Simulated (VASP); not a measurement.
Nb:

```
Nb
1.0
    -1.65882    1.65882    1.65882
     1.65882   -1.65882    1.65882
     1.65882    1.65882   -1.65882
Nb
1
Direct
  0.00000 0.00000 0.00000
```

```yaml
Program: VASP 6.6.1
Task: relaxation of cell and atoms
Functional: PBEsol
Potentials_or_basis: VASP PAW PBE potentials, release 64 (Nb_sv)
Cutoff: 600 eV
k_mesh: 18 × 18 × 18
Occupations: gaussian, width 0.1 eV
Spin: no spin polarisation
```

At the start: pressure -7.1 GPa; volume 18.26 Å³/atom.

Question: Where does the relaxation end?

Answer: Over 4 steps the energy falls by 17.4 meV/atom and the volume is 17.50 Å³/atom (-4.2 %); space group Im-3m (No. 229, to 0.05 Å).

Step by step:
```tsv
step	energy change (eV)	largest force (eV/Å)	pressure (GPa)	volume (Å³)
1	0.0000	0.0000	-7.12	18.26
2	0.0437	0.0000	15.94	16.20
3	-0.0174	0.0000	-0.19	17.52
4	-0.0174	0.0000	-0.01	17.50
```

Final structure:
```
Nb
1.0
    -1.63551    1.63551    1.63551
     1.63551   -1.63551    1.63551
     1.63551    1.63551   -1.63551
Nb
1
Direct
  0.00000 0.00000 0.00000
```

Caveat: the PAW data sets were made with another functional, which shifts forces and pressure a little.
